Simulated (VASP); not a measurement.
Method: r2SCAN meta-GGA, VASP's PBE PAW potentials (set 64) (plane waves; VASP 6.6.1).

Input for VASP

POSCAR:
```
MgCdS2
1
    3.7822294936     0.0000000000     0.0000000000
    0.0000000000     3.7822294936     0.0000000000
   -0.0000000000     0.0000000000     5.3410946438
Mg Cd S
1 1 2
Direct
  0.5000000000   0.5000000000   0.5000000000
  0.0000000000   0.0000000000   0.0000000000
  0.0000000000   0.0000000000   0.5000000000
  0.5000000000   0.5000000000   0.0000000000
```

**KPOINTS_OPT**
```
k-points along high-symmetry lines
6
Line-mode
Reciprocal
  0.000000   0.000000   0.000000 ! GAMMA
  0.000000   0.500000   0.000000 ! X

  0.000000   0.500000   0.000000 ! X
  0.500000   0.500000   0.000000 ! M

  0.500000   0.500000   0.000000 ! M
  0.000000   0.000000   0.000000 ! GAMMA

  0.000000   0.000000   0.000000 ! GAMMA
  0.000000   0.000000   0.500000 ! Z

  0.000000   0.000000   0.500000 ! Z
  0.000000   0.500000   0.500000 ! R

  0.000000   0.500000   0.500000 ! R
  0.500000   0.500000   0.500000 ! A

  0.500000   0.500000   0.500000 ! A
  0.000000   0.000000   0.500000 ! Z

  0.000000   0.500000   0.000000 ! X
  0.000000   0.500000   0.500000 ! R

  0.500000   0.500000   0.000000 ! M
  0.500000   0.500000   0.500000 ! A
```

**INCAR**
```
# general
SYSTEM =MgCdS2
PREC   =Accurate
ENCUT  =400   # plane-wave cut-off (eV)
LREAL  =F   # projection in real space or not
LASPH  =T   # aspherical one-centre terms

# electronic loop
EDIFF  =1E-7   # SCF stop (eV)
NELM   =100
ALGO   =Normal
LMAXMIX=4   # l cut-off of mixed one-centre charges
LMIXTAU=T

# smearing
ISMEAR =-5

# functional
METAGGA=R2SCAN

# ions
ISIF   =2   # forces and stress, cell fixed

# output
LWAVE  =F
LCHARG =F
LORBIT =11   # lm-projected
NEDOS  =601   # DOS grid
```

### KPOINTS
```
Automatic mesh
0
Gamma
7 7 5
0 0 0
```

POTCAR, in this order: Mg Cd S (PBE.64 set). Program: vasp_std.

Output of the run:

### OSZICAR
```
       N       E                     dE             d eps       ncg     rms          rms(c)
DAV:   1     0.966392071714E+02    0.96639E+02   -0.11219E+04  1060   0.114E+03
DAV:   2    -0.446026209217E+02   -0.14124E+03   -0.13858E+03  1219   0.276E+02
DAV:   3    -0.515545641400E+02   -0.69519E+01   -0.69396E+01  1216   0.639E+01
DAV:   4    -0.516180312596E+02   -0.63467E-01   -0.63433E-01  1355   0.594E+00
DAV:   5    -0.516186192904E+02   -0.58803E-03   -0.58801E-03  1364   0.560E-01    0.995E+00
DAV:   6    -0.463043134236E+02    0.53143E+01   -0.53741E+00  1158   0.337E+01    0.111E+01
DAV:   7    -0.448172310007E+02    0.14871E+01   -0.83445E-01  1113   0.854E+00    0.709E+00
DAV:   8    -0.455983002291E+02   -0.78107E+00   -0.11279E+00  1159   0.773E+00    0.149E+00
DAV:   9    -0.448809226877E+02    0.71738E+00   -0.44197E-01  1105   0.532E+00    0.831E-01
DAV:  10    -0.448825318323E+02   -0.16091E-02   -0.65051E-02  1118   0.212E+00    0.302E-01
DAV:  11    -0.449030176077E+02   -0.20486E-01   -0.23471E-02  1091   0.136E+00    0.184E-01
DAV:  12    -0.449040294160E+02   -0.10118E-02   -0.87888E-04  1303   0.259E-01    0.121E-01
DAV:  13    -0.449032700165E+02    0.75940E-03   -0.12190E-03  1052   0.299E-01    0.105E-01
DAV:  14    -0.449039533409E+02   -0.68332E-03   -0.81294E-04  1060   0.291E-01    0.429E-02
DAV:  15    -0.449041468412E+02   -0.19350E-03   -0.13992E-04  1086   0.100E-01    0.144E-02
DAV:  16    -0.449041828819E+02   -0.36041E-04   -0.17457E-05  1247   0.364E-02    0.152E-02
DAV:  17    -0.449041945632E+02   -0.11681E-04   -0.24610E-06  1157   0.155E-02    0.766E-03
DAV:  18    -0.449041943472E+02    0.21597E-06   -0.22474E-06  1148   0.147E-02    0.339E-03
DAV:  19    -0.449041972469E+02   -0.28997E-05   -0.18530E-06  1064   0.121E-02    0.180E-03
DAV:  20    -0.449041974126E+02   -0.16573E-06   -0.10377E-07   723   0.296E-03    0.192E-03
DAV:  21    -0.449041973893E+02    0.23323E-07   -0.64164E-08   603   0.252E-03
   1 F= -.44904197E+02 E0= -.44904197E+02  d E =0.000000E+00
       N       E                     dE             ncg
       N       E                     dE             ncg
```

OUTCAR:
```
------------------------ aborting loop because EDIFF is reached ----------------------------------------
  FORCE on cell =-STRESS in cart. coord.  units (eV):
  Direction    XX          YY          ZZ          XY          YZ          ZX
  --------------------------------------------------------------------------------------
  Total       -0.0401827     -0.0401827      0.0660092      0.0000000      0.0000000     -0.0000000
  in kB       -0.8426047     -0.8426047      1.3841677      0.0000000      0.0000000     -0.0000000
  external PRESSURE =      -0.1003472 kB  Pullay stress =       0.0000000 kB
  volume of cell :       76.41
      direct lattice vectors                 reciprocal lattice vectors
     3.782229494  0.000000000  0.000000000     0.264394321  0.000000000  0.000000000
     0.000000000  3.782229494  0.000000000     0.000000000  0.264394321  0.000000000
     0.000000000  0.000000000  5.341094644     0.000000000  0.000000000  0.187227538
 POSITION                                       TOTAL-FORCE (eV/Angst)
 -----------------------------------------------------------------------------------
      1.89111      1.89111      2.67055         0.000000      0.000000      0.000000
      0.00000      0.00000      0.00000         0.000000      0.000000      0.000000
      0.00000      0.00000      2.67055         0.000000      0.000000      0.000000
      1.89111      1.89111      0.00000         0.000000      0.000000      0.000000
 -----------------------------------------------------------------------------------
    total drift:                               -0.000000      0.000000     -0.000000
  FREE ENERGIE OF THE ION-ELECTRON SYSTEM (eV)
  ---------------------------------------------------
  free  energy   TOTEN  =       -44.9041973893 eV

  energy  without entropy=      -44.9041973893  energy(sigma->0) =      -44.90419739

 total charge

# of ion       s       p       d       tot
------------------------------------------
    1        0.119   0.106   0.030   0.255
    2        0.359   0.274   9.611  10.243
    3        1.309   2.481   0.000   3.790
    4        1.316   2.465   0.000   3.782
--------------------------------------------------
tot          3.103   5.327   9.640  18.070
```
(Selected blocks of OUTCAR.)

The structure comes from a computed database's MgCdS2 entry (P4/mmm); how it stands against other phases isn't given here. It was relaxed first.
